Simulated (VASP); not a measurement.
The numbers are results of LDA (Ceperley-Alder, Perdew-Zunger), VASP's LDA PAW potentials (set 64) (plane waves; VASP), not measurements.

VASP input:

POSCAR:
```
TiCo
1.0
  2.8985483399   0.0000000000   0.0000000000
  0.0000000000   2.8985483399   0.0000000000
  0.0000000000   0.0000000000   2.8985483399
Ti Co
1 1
Direct
  0.0000000000   0.0000000000   1.0000000000
  0.5000000000   0.5000000000   0.5000000000
```

### KPOINTS
```
Automatic mesh
0
Gamma
 11 11 11
```

### INCAR
```
EDIFFG  =  -0.01   ! ionic stop
ISIF  =  3
LASPH  =  T
SYSTEM  =  TiCo
ALGO  =  Normal   ! blocked Davidson
EDIFF  =  1E-6   ! SCF stop (eV)
NSW  =  60   ! most ionic steps
ENCUT  =  400   ! plane-wave cut-off (eV)
LWAVE  =  F
NELM  =  100
LMAXMIX  =  4
SIGMA  =  0.1
LREAL  =  F   ! projection in real space or not
ISMEAR  =  1   ! Methfessel-Paxton
IBRION  =  2
PREC  =  Accurate
LCHARG  =  F
```

POTCAR, in this order: Ti_sv Co (LDA.64 set). Program: vasp_std.

Output of the run:

File OUTCAR:
```
 ion  position               nearest neighbor table
   1  0.000  0.000  0.000-   2 2.51   2 2.51   2 2.51   2 2.51   2 2.51   2 2.51   2 2.51   2 2.51
  LATTYP: Found a simple cubic cell.
 ALAT       =     2.8985483399
 Subroutine PRICEL returns:
 Original cell was already a primitive cell.
 Subroutine GETGRP returns: Found 48 space group operations
The static configuration has the point symmetry O_h .
The dynamic configuration has the point symmetry O_h .
 Subroutine INISYM returns: Found 48 space group operations
 Subroutine IBZKPT returns following result:
 Found     56 irreducible k-points:

 Following reciprocal coordinates:
            Coordinates               Weight
  0.000000  0.000000  0.000000      1.000000
  0.090909  0.000000  0.000000      6.000000
  0.181818  0.000000  0.000000      6.000000
  0.272727  0.000000  0.000000      6.000000
  0.363636  0.000000  0.000000      6.000000
  0.454545  0.000000  0.000000      6.000000
  0.090909  0.090909  0.000000     12.000000
  0.181818  0.090909  0.000000     24.000000
  0.272727  0.090909  0.000000     24.000000
  0.363636  0.090909  0.000000     24.000000
  0.454545  0.090909  0.000000     24.000000
  0.181818  0.181818  0.000000     12.000000
  0.272727  0.181818  0.000000     24.000000
  0.363636  0.181818  0.000000     24.000000
  0.454545  0.181818  0.000000     24.000000
  0.272727  0.272727  0.000000     12.000000
  0.363636  0.272727  0.000000     24.000000
  0.454545  0.272727  0.000000     24.000000
  0.363636  0.363636  0.000000     12.000000
  0.454545  0.363636  0.000000     24.000000
  0.454545  0.454545  0.000000     12.000000
  0.090909  0.090909  0.090909      8.000000
  0.181818  0.090909  0.090909     24.000000
  0.272727  0.090909  0.090909     24.000000
  0.363636  0.090909  0.090909     24.000000
  0.454545  0.090909  0.090909     24.000000
  0.181818  0.181818  0.090909     24.000000
  0.272727  0.181818  0.090909     48.000000
  0.363636  0.181818  0.090909     48.000000
  0.454545  0.181818  0.090909     48.000000
  0.272727  0.272727  0.090909     24.000000
  0.363636  0.272727  0.090909     48.000000
  0.454545  0.272727  0.090909     48.000000
  0.363636  0.363636  0.090909     24.000000
  0.454545  0.363636  0.090909     48.000000
  0.454545  0.454545  0.090909     24.000000
  0.181818  0.181818  0.181818      8.000000
  0.272727  0.181818  0.181818     24.000000
  0.363636  0.181818  0.181818     24.000000
  0.454545  0.181818  0.181818     24.000000
   k-points           NKPTS =     56   k-points in BZ     NKDIM =     56   number of bands    NBANDS=     14
   number of dos      NEDOS =    301   number of ions     NIONS =      2
   total plane-waves  NPLWV =   8000
   dimension x,y,z NGX =    20 NGY =   20 NGZ =   20
   dimension x,y,z NGXF=    40 NGYF=   40 NGZF=   40
   ions per type =               1   1
   PREC   = accura    normal or accurate (medium, high low for compatibility)
   ISTART =      0    job   : 0-new  1-cont  2-samecut
   ICHARG =      2    charge: 1-file 2-atom 10-const
   ISPIN  =      1    spin polarized calculation?
   LNONCOLLINEAR =      F non collinear calculations
   LSORBIT =      F    spin-orbit coupling
   INIWAV =      1    electr: 0-lowe 1-rand  2-diag
   ENCUT  =  400.0 eV  29.40 Ry    5.42 a.u.   4.73  4.73  4.73*2*pi/ulx,y,z
   NELM   =    100;   NELMIN=  2; NELMDL= -5     # of ELM steps
   EDIFF  = 0.1E-05   stopping-criterion for ELM
   LREAL  =      F    real-space projection
   NLSPLINE    = F    spline interpolate recip. space projectors
   LMAXMIX     =    4 max onsite mixed and CHGCAR
   VOSKOWN=      0    Vosko Wilk Nusair interpolation
...
```

### OSZICAR
```
       N       E                     dE             d eps       ncg     rms          rms(c)
DAV:   1     0.134310045168E+03    0.13431E+03   -0.90548E+03  1568   0.162E+03
DAV:   2    -0.119839953067E+02   -0.14629E+03   -0.14361E+03  1598   0.384E+02
DAV:   3    -0.196006960749E+02   -0.76167E+01   -0.75509E+01  2366   0.993E+01
DAV:   4    -0.198425817287E+02   -0.24189E+00   -0.24058E+00  1942   0.143E+01
DAV:   5    -0.198502478894E+02   -0.76662E-02   -0.76660E-02  2256   0.241E+00    0.143E+01
DAV:   6    -0.181739293879E+02    0.16763E+01   -0.13946E+01  1780   0.579E+01    0.723E+00
DAV:   7    -0.197658527510E+02   -0.15919E+01   -0.23967E+01  2498   0.526E+01    0.198E+01
DAV:   8    -0.175811556055E+02    0.21847E+01   -0.13196E+01  2322   0.379E+01    0.176E+00
DAV:   9    -0.176075713069E+02   -0.26416E-01   -0.29711E-01  2286   0.542E+00    0.190E+00
DAV:  10    -0.175892460475E+02    0.18325E-01   -0.90124E-02  2348   0.390E+00    0.434E-01
DAV:  11    -0.175879418425E+02    0.13042E-02   -0.61543E-03  2068   0.891E-01    0.212E-01
DAV:  12    -0.175875535967E+02    0.38825E-03   -0.17543E-03  2378   0.348E-01    0.314E-02
DAV:  13    -0.175875534711E+02    0.12557E-06   -0.34245E-05  1688   0.661E-02    0.254E-02
DAV:  14    -0.175875494828E+02    0.39883E-05   -0.15471E-05  2264   0.406E-02    0.636E-03
DAV:  15    -0.175875491336E+02    0.34924E-06   -0.11612E-06   870   0.136E-02
   1 F= -.17587549E+02 E0= -.17587950E+02  d E =-.175875E+02
       N       E                     dE             d eps       ncg     rms          rms(c)
DAV:   1    -0.175903894321E+02   -0.28399E-02   -0.62688E-02  1664   0.403E+00    0.490E-01
DAV:   2    -0.175952065546E+02   -0.48171E-02   -0.69765E-02  2126   0.351E+00    0.963E-01
DAV:   3    -0.175876888738E+02    0.75177E-02   -0.52037E-02  2310   0.277E+00    0.179E-01
DAV:   4    -0.175874700609E+02    0.21881E-03   -0.11626E-03  2104   0.341E-01    0.725E-02
DAV:   5    -0.175874769276E+02   -0.68668E-05   -0.18681E-04  2168   0.905E-02    0.390E-02
DAV:   6    -0.175875023031E+02   -0.25375E-04   -0.53779E-05  2032   0.499E-02    0.312E-02
DAV:   7    -0.175875028883E+02   -0.58525E-06   -0.38352E-05  2360   0.633E-02    0.338E-03
DAV:   8    -0.175875029358E+02   -0.47507E-07   -0.77375E-07   882   0.910E-03
   2 F= -.17587503E+02 E0= -.17587908E+02  d E =0.461978E-04
       N       E                     dE             d eps       ncg     rms          rms(c)
DAV:   1    -0.175888739669E+02   -0.13711E-02   -0.28424E-02  1664   0.272E+00    0.329E-01
DAV:   2    -0.175910678050E+02   -0.21938E-02   -0.32061E-02  2132   0.236E+00    0.657E-01
DAV:   3    -0.175876529746E+02    0.34148E-02   -0.24315E-02  2332   0.187E+00    0.120E-01
DAV:   4    -0.175875560210E+02    0.96954E-04   -0.50776E-04  2090   0.226E-01    0.508E-02
DAV:   5    -0.175875578912E+02   -0.18702E-05   -0.90273E-05  2156   0.646E-02    0.265E-02
DAV:   6    -0.175875694683E+02   -0.11577E-04   -0.24833E-05  2112   0.368E-02    0.223E-02
DAV:   7    -0.175875692929E+02    0.17537E-06   -0.19205E-05  2338   0.454E-02    0.247E-03
DAV:   8    -0.175875693045E+02   -0.11558E-07   -0.41064E-07   798   0.675E-03
   3 F= -.17587569E+02 E0= -.17587971E+02  d E =-.201709E-04
```

### OUTCAR
```
------------------------ aborting loop because EDIFF is reached ----------------------------------------
  FORCE on cell =-STRESS in cart. coord.  units (eV):
  Direction    XX          YY          ZZ          XY          YZ          ZX
  --------------------------------------------------------------------------------------
  Total        0.0030432      0.0030432      0.0030432      0.0000000     -0.0000000     -0.0000000
  in kB        0.2004195      0.2004195      0.2004195      0.0000000     -0.0000000     -0.0000000
  external PRESSURE =       0.2004195 kB  Pullay stress =       0.0000000 kB
  volume of cell :       24.33
      direct lattice vectors                 reciprocal lattice vectors
     2.897557462  0.000000000 -0.000000000     0.345118264  0.000000000 -0.000000000
    -0.000000000  2.897557462 -0.000000000    -0.000000000  0.345118264 -0.000000000
     0.000000000  0.000000000  2.897557462     0.000000000  0.000000000  0.345118264
 POSITION                                       TOTAL-FORCE (eV/Angst)
 -----------------------------------------------------------------------------------
      0.00000      0.00000      0.00000         0.000000      0.000000      0.000000
      1.44878      1.44878      1.44878        -0.000000     -0.000000      0.000000
 -----------------------------------------------------------------------------------
    total drift:                               -0.000000      0.000000      0.000000
  FREE ENERGIE OF THE ION-ELECTRON SYSTEM (eV)
  ---------------------------------------------------
  free  energy   TOTEN  =       -17.5875693045 eV

  energy  without entropy=      -17.5887756099  energy(sigma->0) =      -17.58797141

 reached required accuracy - stopping structural energy minimisation
```
(Selected blocks of OUTCAR.)

### CONTCAR
```
TiCo
   1.00000000000000
     2.8975574623873279    0.0000000000000000   -0.0000000000000000
    -0.0000000000000000    2.8975574623873279   -0.0000000000000000
     0.0000000000000000    0.0000000000000000    2.8975574623873279
  Ti              Co
     1     1
Direct
     0.0000000000000000    0.0000000000000000    0.0000000000000000
     0.5000000000000000    0.5000000000000000    0.5000000000000000
```

The compound is TiCo in the CsCl type structure. This run relaxes it. Symmetry was kept, so distortions that lower it aren't found. The start is the result of an earlier pass. The run is not spin-polarised, so no magnetic state was tried. The electron count is odd and the run is not spin-polarised, which forces a metal.
